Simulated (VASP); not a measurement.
VASP runs on CdSe (space group P6_3mc) share one base input (HSE06 screened hybrid, plane waves, VASP's PBE PAW potentials (set 64)) and change the settings named in each case.

File KPOINTS:
```
Automatic
0
Gamma
 6 6 3
```

INCAR:
```
SYSTEM = CdSe
PREC = Accurate; ENCUT = 300; LREAL = .FALSE.
LASPH = .TRUE.; ISYM = 3
EDIFF = 1E-6; NELM = 100; ALGO = Normal
LMAXMIX = 4
ISMEAR = 0; SIGMA = 0.01
GGA = PE; LHFCALC = .TRUE.; AEXX = 0.25
HFSCREEN = 0.2; PRECFOCK = Fast
ISIF = 2
LWAVE = .FALSE.; LCHARG = .FALSE.
```

### POSCAR
```
CdSe
1
    4.4021550000     0.0000000000     0.0000000000
   -2.2010770000     3.8123770000     0.0000000000
    0.0000000000     0.0000000000     7.1812990000
Cd Se
2 2
Direct
  0.6666670000   0.3333330000   0.4999500000
  0.3333330000   0.6666670000   0.9999500000
  0.6666670000   0.3333330000   0.8759100000
  0.3333330000   0.6666670000   0.3759100000
```

POTCAR, in this order: Cd Se (PBE.64 set). Program: vasp_std.

| change | E(σ→0) (eV/atom) | pressure (GPa) |
|---|---|---|
| base run | -3.4210 | -1.65 |
| AEXX removed, HFSCREEN removed, ISYM removed, LHFCALC removed, PRECFOCK removed | -2.7454 | [?] |
| HFRCUT = -1, HFSCREEN removed | -3.6801 | -1.79 |
| KPOINTS 3×3×2 Γ-centred mesh | -3.3820 | -1.36 |
| KPOINTS 4×4×2 Γ-centred mesh | -3.4128 | -1.61 |
| KPOINTS 5×5×3 Γ-centred mesh | -3.4195 | [?] |
| ENCUT = 240 | -3.4046 | -9.00 |
| ENCUT = 345 | -3.4232 | -1.99 |
| KPOINTS 4×4×2 Γ-centred mesh | -3.4128 | -1.61 |
| EDIFF = 1E-03 | -3.4210 | -1.79 |

Problem. Complete the blanks.

Solution. 
- AEXX removed, HFSCREEN removed, ISYM removed, LHFCALC removed, PRECFOCK removed, pressure (GPa): -0.32
- KPOINTS 5×5×3 Γ-centred mesh, pressure (GPa): -1.64

Energies of different potentials or functionals have different zeros.  The base run's pressure lies +0.34 GPa from that at 345 eV (Pulay error).

Left out are runs that ran out of time, are held back, or changed the cell or the kind of run, fixed moments of cells without a moment, rows past the twelfth, gaps on odd meshes, pressures of charged cells and columns that move by less than the noise.

The structure comes from a computed database's CdSe entry; how it stands against other phases isn't given here. The cell was not relaxed at this level, its lattice was scaled by up to 2.5 %.
